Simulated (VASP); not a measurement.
Computed with vdW-DF-cx, VASP's PBE PAW potentials (set 64) (plane waves; VASP).

VASP input:

**INCAR**
```
! general
SYSTEM  =FeAl
PREC    =Accurate
ENCUT   =520   ! plane-wave cut-off (eV)
LREAL   =.FALSE.
LASPH   =.TRUE.   ! aspherical one-centre terms

! electronic loop
EDIFF   =1E-7   ! SCF stop (eV)
NELM    =100
ALGO    =Normal   ! blocked Davidson
LMAXMIX =4   ! l cut-off of mixed one-centre charges

! smearing
ISMEAR  =-5   ! tetrahedra, Bloechl

! functional
GGA     =CX
LUSE_VDW=.TRUE.
AGGAC   =0.0

! ions
ISIF    =2

! output
LWAVE   =.FALSE.
LCHARG  =.TRUE.
LORBIT  =11   ! lm-projected
NEDOS   =601
```

File KPOINTS:
```
Automatic mesh
0
Gamma
14 14 14
0 0 0
```

**POSCAR**
```
FeAl
1
    2.8487156525     0.0000000000     0.0000000000
    0.0000000000     2.8487156525     0.0000000000
    0.0000000000     0.0000000000     2.8487156525
Al Fe
1 1
Direct
  0.5000000000   0.5000000000   0.5000000000
  0.0000000000   0.0000000000   0.0000000000
```

POTCAR, in this order: Al Fe (PBE.64 set). Program: vasp_std.

What VASP printed:

OSZICAR:
```
       N       E                     dE             d eps       ncg     rms          rms(c)
DAV:   1     0.352489373842E+02    0.35249E+02   -0.50828E+03  2176   0.123E+03
DAV:   2    -0.101560815295E+02   -0.45405E+02   -0.43786E+02  2168   0.178E+02
DAV:   3    -0.113399796585E+02   -0.11839E+01   -0.11711E+01  2596   0.402E+01
DAV:   4    -0.113617744870E+02   -0.21795E-01   -0.21768E-01  2769   0.482E+00
DAV:   5    -0.113621938365E+02   -0.41935E-03   -0.41739E-03  2664   0.585E-01    0.141E+01
DAV:   6    -0.131623032184E+02   -0.18001E+01   -0.71302E+01  2489   0.134E+02    0.173E+01
DAV:   7    -0.948537508167E+01    0.36769E+01   -0.34942E+01  2428   0.830E+01    0.258E+00
DAV:   8    -0.945107064078E+01    0.34304E-01   -0.22411E-01  2458   0.604E+00    0.147E+00
DAV:   9    -0.943684897987E+01    0.14222E-01   -0.47277E-02  2613   0.330E+00    0.330E-01
DAV:  10    -0.943645388486E+01    0.39510E-03   -0.12614E-03  2907   0.513E-01    0.148E-01
DAV:  11    -0.943643480560E+01    0.19079E-04   -0.28651E-05  2437   0.489E-02    0.101E-02
DAV:  12    -0.943643531158E+01   -0.50598E-06   -0.40415E-06  3095   0.288E-02    0.626E-03
DAV:  13    -0.943643586881E+01   -0.55723E-06   -0.25775E-07  1292   0.731E-03    0.681E-04
DAV:  14    -0.943643592959E+01   -0.60775E-07   -0.31443E-08  1128   0.221E-03
   1 F= -.94364359E+01 E0= -.94364359E+01  d E =0.000000E+00
```

OUTCAR:
```
------------------------ aborting loop because EDIFF is reached ----------------------------------------
  FORCE on cell =-STRESS in cart. coord.  units (eV):
  Direction    XX          YY          ZZ          XY          YZ          ZX
  --------------------------------------------------------------------------------------
  Total       -0.0150227     -0.0150227     -0.0150227      0.0000000      0.0000000     -0.0000000
  in kB       -1.0411478     -1.0411478     -1.0411478      0.0000000      0.0000000     -0.0000000
  external PRESSURE =      -1.0411478 kB  Pullay stress =       0.0000000 kB
  volume of cell :       23.12
      direct lattice vectors                 reciprocal lattice vectors
     2.848715653  0.000000000  0.000000000     0.351035386  0.000000000  0.000000000
     0.000000000  2.848715653  0.000000000     0.000000000  0.351035386  0.000000000
     0.000000000  0.000000000  2.848715653     0.000000000  0.000000000  0.351035386
 POSITION                                       TOTAL-FORCE (eV/Angst)
 -----------------------------------------------------------------------------------
      1.42436      1.42436      1.42436         0.000000      0.000000      0.000000
      0.00000      0.00000      0.00000         0.000000      0.000000      0.000000
 -----------------------------------------------------------------------------------
    total drift:                               -0.000000      0.000000      0.000000
  FREE ENERGIE OF THE ION-ELECTRON SYSTEM (eV)
  ---------------------------------------------------
  free  energy   TOTEN  =        -9.4364359296 eV

  energy  without entropy=       -9.4364359296  energy(sigma->0) =       -9.43643593

 total charge

# of ion       s       p       d       tot
------------------------------------------
    1        0.403   0.448   0.000   0.851
    2        0.445   0.519   6.532   7.495
--------------------------------------------------
tot          0.847   0.967   6.532   8.346
```
(Selected blocks of OUTCAR.)

For a metal the tetrahedron method with Blöchl corrections gives inexact stress and forces.

The compound is FeAl in the CsCl type structure. It was relaxed first, which changed the volume by -6 %. The run is not spin-polarised, so no magnetic state was tried. The electron count is odd and the run is not spin-polarised, which forces a metal.
